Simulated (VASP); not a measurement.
These are PW91 GGA, VASP's PBE PAW potentials (set 64) (plane waves; VASP 6.6.1) values and carry that method's errors.

A VASP calculation is set up with these files.

### INCAR
```
# general
SYSTEM  = Cr
PREC    = Accurate
ENCUT   = 520
LREAL   = .FALSE.
LASPH   = .TRUE.

# electronic loop
EDIFF   = 1E-6
NELM    = 100
ALGO    = Normal
LMAXMIX = 4

# smearing
ISMEAR  = 1
SIGMA   = 0.1

# functional
GGA     = 91

# spin
ISPIN   = 2
MAGMOM  = 0.8 -0.8

# ions
IBRION  = 2
NSW     = 60
ISIF    = 3
EDIFFG  = -0.01

# output
LWAVE   = .FALSE.
LCHARG  = .FALSE.
LORBIT  = 10
```

POSCAR:
```
Cr
1
    2.8553304406     0.0000000000     0.0000000000
    0.0000000000     2.8553304406     0.0000000000
   -0.0000000000    -0.0000000000     2.8553304406
Cr
2
Direct
  0.0000000000   0.0000000000   0.0000000000
  0.5000000000   0.5000000000   0.5000000000
```

File KPOINTS:
```
Automatic mesh
0
Gamma
12 12 12
0 0 0
```

POTCAR, in this order: Cr_pv (PBE.64 set). Program: vasp_std.

What VASP printed:

OSZICAR:
```
       N       E                     dE             d eps       ncg     rms          rms(c)
DAV:   1     0.230182138635E+03    0.23018E+03   -0.14340E+04  5376   0.184E+03
DAV:   2    -0.139094617798E+02   -0.24409E+03   -0.24230E+03  5656   0.500E+02
DAV:   3    -0.220389794251E+02   -0.81295E+01   -0.80849E+01  6920   0.103E+02
DAV:   4    -0.221592299019E+02   -0.12025E+00   -0.12020E+00  6416   0.125E+01
DAV:   5    -0.221622621201E+02   -0.30322E-02   -0.30322E-02  7488   0.161E+00    0.181E+01
DAV:   6    -0.189923987969E+02    0.31699E+01   -0.19181E+01  5760   0.526E+01    0.350E+00
DAV:   7    -0.189754963605E+02    0.16902E-01   -0.19656E-01  5776   0.624E+00    0.209E+00
DAV:   8    -0.189659404197E+02    0.95559E-02   -0.13379E-02  7632   0.147E+00    0.116E+00
DAV:   9    -0.189597158191E+02    0.62246E-02   -0.11075E-02  6704   0.117E+00    0.243E-01
DAV:  10    -0.189601391811E+02   -0.42336E-03   -0.11122E-03  7784   0.391E-01    0.169E-01
DAV:  11    -0.189606873989E+02   -0.54822E-03   -0.54948E-03  7072   0.485E-01    0.167E-01
DAV:  12    -0.189616180772E+02   -0.93068E-03   -0.16327E-02  6912   0.918E-01    0.142E-01
DAV:  13    -0.189623111637E+02   -0.69309E-03   -0.12816E-02  6976   0.763E-01    0.103E-01
DAV:  14    -0.189625876127E+02   -0.27645E-03   -0.55315E-02  6992   0.159E+00    0.562E-02
DAV:  15    -0.189627389125E+02   -0.15130E-03   -0.28913E-03  6688   0.498E-01    0.289E-02
DAV:  16    -0.189627414807E+02   -0.25682E-05   -0.29248E-05  6656   0.616E-02    0.153E-02
DAV:  17    -0.189627431883E+02   -0.17077E-05   -0.15347E-05  5768   0.278E-02    0.130E-02
DAV:  18    -0.189627474110E+02   -0.42227E-05   -0.34476E-04  7056   0.121E-01    0.611E-03
DAV:  19    -0.189627480351E+02   -0.62408E-06   -0.47771E-06  5280   0.254E-02
   1 F= -.18962748E+02 E0= -.18963086E+02  d E =-.189627E+02  mag=     0.0000
       N       E                     dE             d eps       ncg     rms          rms(c)
DAV:   1    -0.189661683083E+02   -0.34209E-02   -0.75556E-02  5648   0.410E+00    0.500E-01
DAV:   2    -0.189628228689E+02    0.33454E-02   -0.23509E-02  5792   0.171E+00    0.125E-01
DAV:   3    -0.189627696140E+02    0.53255E-04   -0.27286E-04  6128   0.213E-01    0.711E-02
DAV:   4    -0.189627534772E+02    0.16137E-04   -0.17742E-05  6672   0.505E-02    0.389E-02
DAV:   5    -0.189627456469E+02    0.78303E-05   -0.46239E-05  6640   0.627E-02    0.608E-03
DAV:   6    -0.189627456733E+02   -0.26404E-07   -0.44160E-06  5296   0.160E-02
   2 F= -.18962746E+02 E0= -.18963096E+02  d E =0.236178E-05  mag=    -0.0000
       N       E                     dE             d eps       ncg     rms          rms(c)
DAV:   1    -0.189636476997E+02   -0.90205E-03   -0.18997E-02  5648   0.206E+00    0.249E-01
DAV:   2    -0.189628000720E+02    0.84763E-03   -0.59477E-03  5792   0.859E-01    0.614E-02
DAV:   3    -0.189627858626E+02    0.14209E-04   -0.68762E-05  5824   0.107E-01    0.345E-02
DAV:   4    -0.189627819334E+02    0.39293E-05   -0.40176E-06  5752   0.247E-02    0.188E-02
DAV:   5    -0.189627802969E+02    0.16365E-05   -0.84607E-06  6304   0.288E-02    0.275E-03
DAV:   6    -0.189627806436E+02   -0.34675E-06   -0.68997E-07  2704   0.743E-03
   3 F= -.18962781E+02 E0= -.18963127E+02  d E =-.326085E-04  mag=    -0.0000
```

File OUTCAR:
```
------------------------ aborting loop because EDIFF is reached ----------------------------------------
  FORCE on cell =-STRESS in cart. coord.  units (eV):
  Direction    XX          YY          ZZ          XY          YZ          ZX
  --------------------------------------------------------------------------------------
  Total        0.0051791      0.0051791      0.0051791     -0.0000000      0.0000000     -0.0000000
  in kB        0.3569770      0.3569770      0.3569770     -0.0000000      0.0000000     -0.0000000
  external PRESSURE =       0.3569770 kB  Pullay stress =       0.0000000 kB
  volume of cell :       23.24
      direct lattice vectors                 reciprocal lattice vectors
     2.853915087  0.000000000 -0.000000000     0.350395849 -0.000000000  0.000000000
     0.000000000  2.853915087  0.000000000    -0.000000000  0.350395849 -0.000000000
    -0.000000000  0.000000000  2.853915087     0.000000000 -0.000000000  0.350395849
 POSITION                                       TOTAL-FORCE (eV/Angst)
 -----------------------------------------------------------------------------------
      0.00000      0.00000      0.00000        -0.000000     -0.000000     -0.000000
      1.42696      1.42696      1.42696         0.000000      0.000000      0.000000
 -----------------------------------------------------------------------------------
    total drift:                                0.000000      0.000000     -0.000000
  FREE ENERGIE OF THE ION-ELECTRON SYSTEM (eV)
  ---------------------------------------------------
  free  energy   TOTEN  =       -18.9627806436 eV

  energy  without entropy=      -18.9638203803  energy(sigma->0) =      -18.96312722

 total charge

# of ion       s       p       d       tot
------------------------------------------
    1        0.427   6.397   4.226  11.049
    2        0.427   6.397   4.226  11.049
--------------------------------------------------
tot          0.854  12.793   8.451  22.098

 magnetization (x)

# of ion       s       p       d       tot
------------------------------------------
    1        0.008   0.003   0.712   0.722
    2       -0.008  -0.003  -0.712  -0.722
--------------------------------------------------
tot          0.000   0.000   0.000   0.000

 reached required accuracy - stopping structural energy minimisation
```
(Selected blocks of OUTCAR.)

CONTCAR:
```
Cr
   1.00000000000000
     2.8539150873587964    0.0000000000000000   -0.0000000000000000
     0.0000000000000000    2.8539150873587964    0.0000000000000000
    -0.0000000000000000    0.0000000000000000    2.8539150873587964
  Cr
     2
Direct
     0.0000000000000000    0.0000000000000000    0.0000000000000000
     0.5000000000000000    0.5000000000000000    0.5000000000000000
```

The compound is Cr in the bcc, AFM order structure. This run relaxes it. Symmetry was kept, so distortions that lower it aren't found. The start is the result of an earlier pass.
